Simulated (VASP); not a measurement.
Here is the system:

```xyz
1
Lattice="-2.2293 2.2293 2.2293 2.2293 -2.2293 2.2293 2.2293 2.2293 -2.2293" Properties=species:S:1:pos:R:3 pbc="T T T"
Eu     0.0000     0.0000     0.0000
```

Method: r2SCAN meta-GGA, VASP's PBE PAW potentials (set 64) (plane waves; VASP 6.6.1). Numerical set-up: 520 eV cut-off, 13×13×13 Γ-centred mesh, tetrahedra with Blöchl corrections, potentials Eu_2.

The 4f electrons are frozen in the core of the lanthanide potential, so 4f levels, which can set the real gap, and their magnetism are missing.

Task: Give the energies of bands 4 to 7 at the high-symmetry points, in eV from the Fermi level.

Result: 
```
band      Γ      H      N     P
----  -----  -----  -----  ----
4     -3.96  -0.52  -1.09  0.65
5      2.88  -0.52   1.04  0.65
6      2.88   5.46   1.34  0.65
7      2.88   5.46   4.50  4.97
```

It has no gap at this level: it comes out as a metal or semimetal.

The compound is Eu in the bcc structure. It was relaxed first, which changed the volume by -8 %.
